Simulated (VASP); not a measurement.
# Si2Sb2Te (Imm2) in VASP: a series of runs

One crystal, Si2Sb2Te, is run at these levels: PBE; tasks: relaxation of cell and atoms.

Everything below comes from runs of VASP 6.6.1. Logs are shortened: lines on timing, memory, paths and dates and some standing lists are left out, and cuts for length are marked.

### 1 The crystal as given

Symmetry: Imm2, No. 44, orthorhombic system. Conventional cell: a = 4.154 Å, b = 12.324 Å, c = 6.018 Å, α = 90.00°, β = 90.00°, γ = 90.00°. Si (site symmetry m) has 1 Te at 2.56 Å and 3 Sb at 2.63 to 2.65 Å as nearest neighbours. Sb (site symmetry m) has 3 Si at 2.63 to 2.65 Å as nearest neighbours. Te (site symmetry mm2) has 2 Si at 2.56 Å as nearest neighbours.

The cell was built by a generator and needn't be a form met in nature.

### 2 Relaxation of cell and atoms, PBE

INCAR reads:

```
SYSTEM = Si2Sb2Te
  PREC = Accurate
  ENCUT = 520
  EDIFF = 1E-6
  ISMEAR = 0
  SIGMA = 0.1
  LREAL = .FALSE.
  LASPH = .TRUE.
  NELM = 120
  ALGO = Normal
  ISIF = 3
  LWAVE = .FALSE.
  LCHARG = .FALSE.
  GGA = PE
  IBRION = 2
  NSW = 90
  EDIFFG = -0.01
  KPAR = 4
```

KPOINTS reads:

```
regular mesh
0
G
  8 8 8
  0 0 0
```

POSCAR reads:

```
Si2Sb2Te
1.0
   -2.0770000000      6.1620000000      3.0090000000
    2.0770000000     -6.1620000000      3.0090000000
    2.0770000000      6.1620000000     -3.0090000000
Si Sb Te
2 2 1
Direct
    0.6770886600      0.0084745800      0.6686140900
    0.3398604900      0.0084745800      0.3313859100
    0.0882449200      0.2379528100      0.8502921100
    0.3876607000      0.2379528100      0.1497078900
    0.7570621500      0.2570621500      0.5000000000
```

Potentials or basis: VASP PAW PBE potentials, release 64 (Si, Sb, Te).

Command:

```bash
$ cat potpaw_PBE.64/Si/POTCAR potpaw_PBE.64/Sb/POTCAR potpaw_PBE.64/Te/POTCAR > POTCAR
$ mpirun -np 4 vasp_std > vasp.out
```

OUTCAR:

```text
SYSTEM = Si2Sb2Te
   PREC = Accurate
   ENCUT = 520
   EDIFF = 1E-6
   ISMEAR = 0
   LREAL = .FALSE.
   LASPH = .TRUE.
   NELM = 120
   ISIF = 3
   GGA = PE
   IBRION = 2
   NSW = 90
   EDIFFG = -0.01

 ion  position               nearest neighbor table
   1  0.677  0.008  0.669-   5 2.56   3 2.63   4 2.65   4 2.65
   2  0.340  0.008  0.331-   5 2.56   4 2.63   3 2.65   3 2.65
   3  0.088  0.238  0.850-   1 2.63   2 2.65   2 2.65   4 3.69
   4  0.388  0.238  0.150-   2 2.63   1 2.65   1 2.65   3 3.69
   5  0.757  0.257  0.500-   1 2.56   2 2.56

  LATTYP: Found a body centered orthorhombic cell.
 ALAT       =     4.1540000000
 B/A-ratio  =     1.4487241213
 C/A-ratio  =     2.9667790082

  Lattice vectors:

 A1 = (  -2.0770000000,   6.1620000000,  -3.0090000000)
 A2 = (   2.0770000000,   6.1620000000,   3.0090000000)
 A3 = (   2.0770000000,  -6.1620000000,  -3.0090000000)

Analysis of symmetry for initial positions (statically):
=====================================================================
 Subroutine PRICEL returns:
 Original cell was already a primitive cell.

 Routine SETGRP: Setting up the symmetry group for a
 body centered orthorhombic supercell.

 Subroutine GETGRP returns: Found  4 space group operations
 (whereof  4 operations were pure point group operations)
 out of a pool of  8 trial point group operations.

The static configuration has the point symmetry C_2v.

Analysis of symmetry for dynamics (positions and initial velocities):
=====================================================================
 Subroutine PRICEL returns:
 Original cell was already a primitive cell.

 Routine SETGRP: Setting up the symmetry group for a
 body centered orthorhombic supercell.

 Subroutine GETGRP returns: Found  4 space group operations
 (whereof  4 operations were pure point group operations)
 out of a pool of  8 trial point group operations.

The dynamic configuration has the point symmetry C_2v.

 Subroutine INISYM returns: Found  4 space group operations
 (whereof  4 operations are pure point group operations),
 and found     1 'primitive' translations

----------------------------------------------------------------------------------------

                                     Primitive cell

  volume of cell :     154.0424

  direct lattice vectors                    reciprocal lattice vectors
    -2.077000000  6.162000000  3.009000000     0.000000000  0.081142486  0.166168162
     2.077000000 -6.162000000  3.009000000     0.240731825  0.000000000  0.166168162
     2.077000000  6.162000000 -3.009000000     0.240731825  0.081142486  0.000000000

  length of vectors
     7.165071807  7.165071807  7.165071807     0.184921500  0.292512683  0.254039199

  position of ions in fractional coordinates (direct lattice)
     0.677088660  0.008474580  0.668614090
     0.339860490  0.008474580  0.331385910
     0.088244920  0.237952810  0.850292110
     0.387660700  0.237952810  0.149707890
     0.757062150  0.257062150  0.500000000

  ion indices of the primitive-cell ions
   primitive index   ion index
                 1           1
                 2           2
                 3           3
                 4           4
                 5           5

----------------------------------------------------------------------------------------

 KPOINTS: regular mesh

Automatic generation of k-mesh.
 Grid dimensions read from file:
 generate k-points for:    8    8    8

 Generating k-lattice:

  Cartesian coordinates                     Fractional coordinates (reciprocal lattice)
     0.000000000  0.010142811  0.020771020     0.125000000  0.000000000  0.000000000
     0.030091478  0.000000000  0.020771020     0.000000000  0.125000000  0.000000000
     0.030091478  0.010142811  0.000000000     0.000000000  0.000000000  0.125000000

  Length of vectors
     0.023115188  0.036564085  0.031754900

  Shift w.r.t. Gamma in fractional coordinates (k-lattice)
     0.000000000  0.000000000  0.000000000

 Subroutine IBZKPT returns following result:
 ===========================================

 Found     95 irreducible k-points:

 Following reciprocal coordinates:
            Coordinates               Weight
  0.000000  0.000000  0.000000      1.000000
  0.125000  0.000000 -0.000000      4.000000
  0.250000  0.000000 -0.000000      4.000000
  0.375000  0.000000 -0.000000      4.000000
  0.500000  0.000000 -0.000000      2.000000
  0.000000  0.125000  0.000000      4.000000
[... 16 lines left out ...]
  0.125000  0.375000 -0.000000      8.000000
  0.250000  0.375000 -0.000000      8.000000
 [... further k-points ...]
   k-points           NKPTS =     95   k-points in BZ     NKDIM =     95   number of bands    NBANDS=     16
   number of dos      NEDOS =    301   number of ions     NIONS =      5
   total plane-waves  NPLWV = 157464
   dimension x,y,z NGX =    54 NGY =   54 NGZ =   54
   dimension x,y,z NGXF=   108 NGYF=  108 NGZF=  108
   ions per type =               2   2   1
   NGX,Y,Z   is equivalent  to a cutoff of  12.53, 12.53, 12.53 a.u.
   NGXF,Y,Z  is equivalent  to a cutoff of  25.06, 25.06, 25.06 a.u.
 SYSTEM =  Si2Sb2Te
   PREC   = accura    normal or accurate (medium, high low for compatibility)
   ISTART =      0    job   : 0-new  1-cont  2-samecut
   ICHARG =      2    charge: 1-file 2-atom 10-const
   ISPIN  =      1    spin polarized calculation?
   LNONCOLLINEAR =      F non collinear calculations
   LSORBIT =      F    spin-orbit coupling
   LASPH  =      T    aspherical Exc in radial PAW
   ENCUT  =  520.0 eV  38.22 Ry    6.18 a.u.  13.32 13.32 13.32*2*pi/ulx,y,z
   NELM   =    120;   NELMIN=  2; NELMDL= -5     # of ELM steps
   EDIFF  = 0.1E-05   stopping-criterion for ELM
   LREAL  =      F    real-space projection
   EDIFFG = -.1E-01   stopping-criterion for IOM
   NSW    =     90    number of steps for IOM
   IBRION =      2    ionic relax: 0-MD 1-quasi-New 2-CG
   NFREE  =      1    steps in history (QN), initial steepest desc. (CG)
   ISIF   =      3    stress and relaxation
   ISYM   =      2    0-nonsym 1-usesym 2-fastsym
   POTIM  = 0.5000    time-step for ionic-motion
   TEBEG  =    0.0;   TEEND  =   0.0 temperature during run
   PSTRESS=    0.0 pullay stress
   NELECT =      24.0000    total number of electrons
   NUPDOWN=      -1.0000    fix difference up-down
   EMIN   =  10.00;   EMAX   =-10.00  energy-range for DOS
   EFERMI =   0.00;   METHOD = LEGACY
   ISMEAR =     0;   SIGMA  =   0.10  broadening in eV -4-tet -1-fermi 0-gaus
   EFERMI_NEDOS =   21; number of points for ismear=-14 and -15
   IALGO  =     38    algorithm
   IMIX   =      4    mixing-type and parameters
     AMIX     =   0.40;   BMIX     =  1.00
     AMIX_MAG =   1.60;   BMIX_MAG =  1.00
  volume/ion in A,a.u.               =      30.81       207.91
  Fermi-wavevector in a.u.,A,eV,Ry     =   0.880911  1.664679 10.558166  0.776003
  Thomas-Fermi vector in A             =   2.001335
   LORBIT       =      0    0 simple, 1 ext, 2 COOP (PROOUT), +10 PAW based schemes
   GGA     = PE    functional components
   LHFCALC =     F    Hartree Fock is set to
   AEXX    =    0.0000 exact exchange contribution
   IVDW    =     0    specifies the selected vdW correction
   LEPSILON=     F    determine dielectric tensor
   LRPA    =     F    only Hartree local field effects (RPA)
 conjugate gradient relaxation of ions
 non-spin polarized calculation
 Gauss-broadening in eV      SIGMA  =   0.10
  energy-cutoff  :      520.00
  volume of cell :      154.04
 maximum number of plane-waves:      4170
 NGX is ok and might be reduce to    54
   NGX = 27   NGY = 27   NGZ = 27

--------------------------------------- Ionic step        1  -------------------------------------------

 number of electron      24.0000000 magnetization

 Free energy of the ion-electron system (eV)
  ---------------------------------------------------
  ext. energy  EPLUGINS =         0.00000000
  ---------------------------------------------------
  free energy    TOTEN  =       -21.55034695 eV

  energy without entropy =      -21.54955086  energy(sigma->0) =      -21.54994890

------------------------ aborting loop because EDIFF is reached ----------------------------------------

  FORCE on cell =-STRESS in cart. coord.  units (eV):
  Direction    XX          YY          ZZ          XY          YZ          ZX
  --------------------------------------------------------------------------------------
  -------------------------------------------------------------------------------------
  Total       -0.4831399      0.1362790      0.3261954      0.0000000      0.0000000      0.0000000
  in kB       -5.0250811      1.4174217      3.3927203      0.0000000      0.0000000      0.0000000
  external PRESSURE =      -0.0716464 kB  Pullay stress =       0.0000000 kB
[... 180 lines left out ...]
  energy  without entropy=      -21.5533046034  energy(sigma->0) =      -21.55381112

--------------------------------------- Ionic step        6  -------------------------------------------

 number of electron      24.0000000 magnetization

 Free energy of the ion-electron system (eV)
  ---------------------------------------------------
  ext. energy  EPLUGINS =         0.00000000
  ---------------------------------------------------
  free energy    TOTEN  =       -21.55437349 eV

  energy without entropy =      -21.55336578  energy(sigma->0) =      -21.55386963

 E-fermi :   5.3519     XC(G=0):  -8.7356

 val. band max:        5.2966774188   @ k =   0.0000   0.0000   0.0000
 cond. band min:       5.4042159686   @ k =  -0.3750  -0.3750   0.3750
 fundamental gap:      0.1075385498
 Fermi energy:         5.3518637320

 k-point     1 :       0.0000    0.0000    0.0000
  band No.  band energies     occupation
      1      -7.2133      2.00000
      2      -5.2050      2.00000
      3      -4.5774      2.00000
      4      -2.6188      2.00000
      5       0.0007      2.00000
      6       0.6175      2.00000
[... 8 lines left out ...]
     15       6.8905      0.00000
     16       7.3780      0.00000
[... 420 lines left out ...]
  band No.  band energies     occupation
      1      -6.3709      2.00000
      2      -4.9390      2.00000
      3      -4.5062      2.00000
      4      -2.2341      2.00000
      5      -1.7741      2.00000
      6       0.7702      2.00000
[... 8 lines left out ...]
     15       7.4836      0.00000
     16       7.9782      0.00000

 [... further k-points ...]
[... 5 lines left out ...]
  --------------------------------------------------------------------------------------
  -------------------------------------------------------------------------------------
  Total        0.0052125      0.0011443     -0.0074596      0.0000000      0.0000000      0.0000000
  in kB        0.0543889      0.0119403     -0.0778355      0.0000000      0.0000000      0.0000000
  external PRESSURE =      -0.0038354 kB  Pullay stress =       0.0000000 kB
[... 20 lines left out ...]
  FREE ENERGIE OF THE ION-ELECTRON SYSTEM (eV)
  ---------------------------------------------------
  free  energy   TOTEN  =       -21.5543734888 eV

  energy  without entropy=      -21.5533657752  energy(sigma->0) =      -21.55386963

 reached required accuracy - stopping structural energy minimisation
```

Run time: 3.8 min. Hardware: 4 MPI ranks of AMD EPYC 9R45 (Zen 5), shared host; peak memory 0.57 GiB.

Results:

* Free energy: -21.5544 eV
* Relaxed volume: 30.71 Å³/atom
* Relaxed cell: a = 7.169 Å, b = 7.169 Å, c = 7.169 Å, α = 146.64°, β = 61.38°, γ = 130.07°
* Space group after relaxing (to 0.05 Å): Imm2 (No. 44)
* Energy gained by relaxing: 0.8 meV/atom
* Ionic steps: 6
* Pressure after relaxing: 0.0 GPa
* Largest force after relaxing: 0.009 eV/Å
* Band gap on the k mesh: 0.11 eV, indirect (least direct gap 0.34 eV)

Forces on the atoms (eV/Å):
```
Si   0.000 -0.006 -0.004
Si   0.000  0.006 -0.004
Sb   0.000  0.009 -0.001
Sb   0.000 -0.009 -0.001
Te   0.000  0.000  0.008
```

The path:
```csv
step,energy change (eV),largest force (eV/Å),pressure (GPa),volume (Å³)
1,0.0000,0.0655,-0.01,154.04
2,-0.0029,0.0491,-0.08,154.01
3,-0.0034,0.0594,-0.13,153.98
4,-0.0039,0.0221,0.06,153.35
5,-0.0040,0.0188,0.02,153.48
6,-0.0040,0.0091,0.00,153.55
```

Final structure:
```
Si Sb Te
1.0
    -2.05768    6.16525    3.02593
     2.05768   -6.16525    3.02593
     2.05768    6.16525   -3.02593
Si Sb Te
2 2 1
Direct
  0.67784 0.00944 0.66840
  0.34104 0.00944 0.33160
  0.08742 0.23681 0.85061
  0.38619 0.23681 0.14939
  0.75743 0.25743 0.50000
```

Caveat: spin-orbit coupling is left out, which moves the levels of the heavy elements. A k mesh can miss the band edges.

### 3 Relaxation of cell and atoms, PBE

This run uses another cell than the first one, of 30.71 Å³/atom, 0.997 times its volume.

Changes to INCAR since step 2:

```diff
@@ -3,3 +3,3 @@
   ENCUT = 520
-  EDIFF = 1E-6
+  EDIFF = 1E-7
   ISMEAR = 0
@@ -15,4 +15,5 @@
   IBRION = 2
-  NSW = 90
-  EDIFFG = -0.01
+  NSW = 60
+  EDIFFG = -0.005
+  POTIM = 0.3
   KPAR = 4
```

KPOINTS is that of step 2.

POSCAR reads:

```
Si2Sb2Te                                
1.0
   -2.0576833873      6.1652508182      3.0259292081
    2.0576833873     -6.1652508182      3.0259292081
    2.0576833873      6.1652508182     -3.0259292081
  Si              Sb              Te            
     2     2     1
Direct
     0.6778380919216945    0.0094384295888678    0.6683996723328205
     0.3410387572560474    0.0094384295888678    0.3316003276671796
     0.0874218750585336    0.2368073351858803    0.8506145398726532
     0.3861927953132199    0.2368073351858803    0.1493854601273467
     0.7574254004505087    0.2574254004505086    0.5000000000000000
```

Potentials or basis: VASP PAW PBE potentials, release 64 (Si, Sb, Te).

Command:

```bash
$ cat potpaw_PBE.64/Si/POTCAR potpaw_PBE.64/Sb/POTCAR potpaw_PBE.64/Te/POTCAR > POTCAR
$ mpirun -np 4 vasp_std > vasp.out
```

Run time: 4.4 min. Hardware: 4 MPI ranks of AMD EPYC 9R45 (Zen 5), shared host; peak memory 0.59 GiB.

It converged, with:

* Free energy: -21.5544 eV
* Relaxed volume: 30.67 Å³/atom
* Relaxed cell: a = 7.165 Å, b = 7.165 Å, c = 7.165 Å, α = 146.61°, β = 61.39°, γ = 130.08°
* Space group after relaxing (to 0.05 Å): Imm2 (No. 44)
* Energy gained by relaxing: 0.0 meV/atom
* Ionic steps: 8
* Pressure after relaxing: 0.0 GPa
* Band gap on the k mesh: 0.10 eV, indirect (least direct gap 0.34 eV)

Final structure:
```
Si Sb Te
1.0
    -2.05808    6.16091    3.02349
     2.05808   -6.16091    3.02349
     2.05808    6.16091   -3.02349
Si Sb Te
2 2 1
Direct
  0.67766 0.00935 0.66831
  0.34104 0.00935 0.33169
  0.08739 0.23651 0.85089
  0.38562 0.23651 0.14911
  0.75820 0.25820 0.50000
```

Levels at points of the mesh, in eV from the valence-band top:
| k point | band 8 | band 9 | band 10 | band 11 | band 12 | band 13 | band 14 | band 15 | band 16 |
| --- | --- | --- | --- | --- | --- | --- | --- | --- | --- |
| (0.00, 0.00, 0.00) | -2.51 | -2.00 | -0.63 | -0.15 | 0.00 | 0.72 | 1.09 | 1.60 | 2.08 |
| (0.50, 0.00, 0.00) | -2.32 | -1.97 | -1.88 | -1.23 | -0.52 | 0.24 | 1.17 | 1.86 | 2.53 |
| (0.00, 0.50, 0.00) | -3.58 | -3.18 | -2.44 | -1.15 | -1.11 | 0.47 | 1.98 | 2.45 | 2.72 |
| (0.50, 0.50, 0.00) | -3.67 | -3.16 | -2.76 | -2.12 | -1.50 | 0.40 | 0.72 | 1.81 | 2.24 |
| (0.50, 0.50, 0.50) | -2.94 | -2.51 | -2.22 | -1.26 | -0.07 | 0.26 | 0.77 | 1.44 | 2.24 |

Caveat: spin-orbit coupling is left out, which moves the levels of the heavy elements. A k mesh can miss the band edges.
